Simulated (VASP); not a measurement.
These are optB88-vdW, VASP's PBE PAW potentials (set 64) (plane waves; VASP) values and carry that method's errors.

Input for VASP

**KPOINTS**
```
Regular mesh
0
gamma
8 8 4
```

### INCAR
```
! general
SYSTEM  =ZnO
PREC    =Accurate
ENCUT   =520
LREAL   =.FALSE.
LASPH   =.TRUE.

! electronic loop
EDIFF   =1E-7
NELM    =100
ALGO    =Normal
LMAXMIX =4

! smearing
ISMEAR  =0
SIGMA   =0.05

! functional
GGA     =BO
LUSE_VDW=.TRUE.
AGGAC   =0.0
PARAM1  =0.1833333333
PARAM2  =0.22

! ions
IBRION  =2
NSW     =30
ISIF    =4
EDIFFG  =-0.01

! output
LWAVE   =.FALSE.
LCHARG  =.FALSE.
```

POSCAR:
```
ZnO
1.0
  1.6170816402  -2.8008680008   0.0000000000
  1.6170816402   2.8008680008   0.0000000000
  0.0000000000   0.0000000000   5.2337393023
Zn O
2 2
Cart
  1.6170816402  -0.9336245342   2.6265692575
  1.6170816402   0.9336245342   0.0096996064
  1.6170816402  -0.9336245342   4.6064584583
  1.6170816402   0.9336245342   1.9895888071
```

POTCAR, in this order: Zn O (PBE.64 set). Program: vasp_std.

Output

File OSZICAR:
```
       N       E                     dE             d eps       ncg     rms          rms(c)
DAV:   1     0.302004121097E+03    0.30200E+03   -0.19054E+04  1320   0.241E+03
DAV:   2     0.185023082512E+02   -0.28350E+03   -0.27311E+03  1440   0.447E+02
DAV:   3    -0.115986156404E+02   -0.30101E+02   -0.29911E+02  1524   0.156E+02
DAV:   4    -0.121566769212E+02   -0.55806E+00   -0.55757E+00  1482   0.225E+01
DAV:   5    -0.121608829018E+02   -0.42060E-02   -0.42058E-02  1506   0.187E+00    0.156E+01
DAV:   6    -0.845394725537E+01    0.37069E+01   -0.13057E+01  2200   0.746E+01    0.927E+00
DAV:   7    -0.864047403336E+01   -0.18653E+00   -0.28769E+00  1396   0.204E+01    0.554E+00
DAV:   8    -0.866356245295E+01   -0.23088E-01   -0.90072E-01  1922   0.942E+00    0.189E+00
DAV:   9    -0.859420670976E+01    0.69356E-01   -0.21493E-01  2048   0.850E+00    0.328E-01
DAV:  10    -0.859820951164E+01   -0.40028E-02   -0.56239E-02  1320   0.181E+00    0.122E-01
DAV:  11    -0.859815164402E+01    0.57868E-04   -0.91677E-04  1556   0.290E-01    0.236E-02
DAV:  12    -0.859817560642E+01   -0.23962E-04   -0.61633E-05  1744   0.206E-01    0.993E-03
DAV:  13    -0.859818220775E+01   -0.66013E-05   -0.19388E-05  2106   0.101E-01    0.171E-02
DAV:  14    -0.859817818759E+01    0.40202E-05   -0.91532E-06  1668   0.307E-02    0.596E-03
DAV:  15    -0.859817784762E+01    0.33998E-06   -0.22618E-06  1586   0.133E-02    0.187E-03
DAV:  16    -0.859817780567E+01    0.41946E-07   -0.88184E-08   942   0.305E-03
   1 F= -.85981778E+01 E0= -.85981778E+01  d E =-.859818E+01
```

**OUTCAR**
```
------------------------ aborting loop because EDIFF is reached ----------------------------------------
  FORCE on cell =-STRESS in cart. coord.  units (eV):
  Direction    XX          YY          ZZ          XY          YZ          ZX
  --------------------------------------------------------------------------------------
  Total        1.3098516      1.3098520      1.2795089      0.0000000      0.0000000      0.0000000
  in kB       44.2655648     44.2655787     43.2401538      0.0000000      0.0000000      0.0000000
  external PRESSURE =      43.9237658 kB  Pullay stress =       0.0000000 kB
  volume of cell :       47.41
      direct lattice vectors                 reciprocal lattice vectors
     1.617081640 -2.800868001  0.000000000     0.309198984 -0.178516089  0.000000000
     1.617081640  2.800868001  0.000000000     0.309198984  0.178516089  0.000000000
     0.000000000  0.000000000  5.233739302     0.000000000  0.000000000  0.191067981
  FREE ENERGIE OF THE ION-ELECTRON SYSTEM (eV)
  ---------------------------------------------------
  free  energy   TOTEN  =        -8.5981778057 eV

  energy  without entropy=       -8.5981778057  energy(sigma->0) =       -8.59817781

 reached required accuracy - stopping structural energy minimisation
```
(Selected blocks of OUTCAR.)

The compound is ZnO in the wurtzite structure. This cell is one point of a volume scan, at 0.97 of the reference volume.
